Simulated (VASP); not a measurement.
**AlN (zinc blende): computed properties**

These are r2SCAN meta-GGA, VASP's PBE PAW potentials (set 64) (plane waves; VASP 6.6.1) values and carry that method's errors.

For AlN, the space group comes out as F-43m (216) and the cell comes out as a = b = c = 4.3676 Å, α = β = γ = 90.00°. The volume per atom is 10.41 Å^3/atom, the band gap (over mesh and band path) is 3.94 eV and the smallest direct gap (over mesh and band path) comes out as 4.89 eV. The band-edge character is indirect, Γ to X and the density is 3.27 g/cm³. The mean ε∞ (independent particles) is 4.23.

```cif
data_Al4N4
_chemical_formula_sum 'Al4 N4'
_space_group_name_H-M_alt 'F-43m'
_space_group_IT_number 216
_space_group_name_Hall 'F -4 2 3'
_cell_length_a 4.36762
_cell_length_b 4.36762
_cell_length_c 4.36762
_cell_angle_alpha 90.000
_cell_angle_beta 90.000
_cell_angle_gamma 90.000
loop_
_atom_site_label
_atom_site_type_symbol
_atom_site_symmetry_multiplicity
_atom_site_Wyckoff_symbol
_atom_site_fract_x
_atom_site_fract_y
_atom_site_fract_z
_atom_site_occupancy
Al1 Al 4 a 0.00000 0.00000 0.00000 1
N1 N 4 d 0.75000 0.75000 0.75000 1
```
(The calculation used a cell of 2 atoms; values per cell refer to that cell.)

Measured: gap 5.34 eV (computed value off by -1.40 eV), as given by Daiki Deguchi et al., Japanese Journal of Applied Physics (2016), arXiv:1512.06930.

The compound is AlN in the zinc blende structure, a metastable form; wurtzite is the usual one. It was relaxed first. Symmetry was kept, so distortions that lower it aren't found.
